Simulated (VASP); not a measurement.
Cd2TeO:

```xyz
4
Lattice="-2.4328 2.9363 3.5500 2.4328 -2.9363 3.5500 2.4328 2.9363 -3.5500" Properties=species:S:1:pos:R:3 pbc="T T T"
Cd    2.4328    0.0000    0.0000
Cd    0.0000    0.0000    3.5500
Te    0.0000    2.9363    0.0000
O     0.0000    0.0000    0.0000
```

The cell was built by a generator and needn't be a form met in nature.

| Item | Value |
| --- | --- |
| Program | VASP 6.6.1 |
| Task | relaxation of cell and atoms |
| Functional | PBE |
| Potentials or basis | VASP PAW PBE potentials, release 64 (Cd, Te, O) |
| Cutoff | 520 eV |
| k mesh | 4 × 4 × 4 |
| Occupations | gaussian, width 0.15 eV |
| Spin | no spin polarisation |

At the start: pressure 3.9 GPa; volume 25.36 Å³/atom.

Problem. How do energy, volume and symmetry change on relaxing?

Solution. Over 17 steps the energy falls by 280.9 meV/atom and the volume is 22.06 Å³/atom (-13.0 %); space group Immm (No. 71, to 0.05 Å).

The path:
```csv
step,energy change (eV),largest force (eV/Å),pressure (GPa),volume (Å³)
1,0.0000,0.0000,3.87,101.44
2,-0.4609,0.0000,-4.39,110.05
3,-0.4641,0.0000,-3.83,108.98
4,-0.7608,0.0000,-3.16,101.18
5,-0.3815,0.0000,12.95,78.56
6,-0.9353,0.0000,-1.85,95.30
7,-0.9858,0.0000,1.92,88.08
8,-0.9981,0.0000,0.06,90.76
9,-0.9993,0.0000,0.47,90.16
10,-1.0961,0.0000,1.30,86.89
11,-1.0966,0.0000,1.29,86.69
12,-1.1198,0.0000,-0.70,89.56
13,-1.1213,0.0000,-0.41,88.97
14,-1.1213,0.0000,-0.40,89.01
15,-1.1209,0.0000,-0.64,89.29
16,-1.1213,0.0000,-0.55,89.07
17,-1.1236,0.0000,-0.04,88.24
```

Final structure:
```yaml
crystal:
  lattice:
    - [-2.83920, 2.70375, 2.87374]
    - [2.83920, -2.70375, 2.87374]
    - [2.83920, 2.70375, -2.87374]
  atoms:
    - { symbol: Cd, position: [0.00000, 0.50000, 0.50000] }
    - { symbol: Cd, position: [0.50000, 0.50000, 0.00000] }
    - { symbol: Te, position: [0.50000, 0.00000, 0.50000] }
    - { symbol: O, position: [0.00000, 0.00000, 0.00000] }
```

Caveat: the k mesh is coarse (spacing up to 0.42 Å⁻¹), so the values aren't converged.
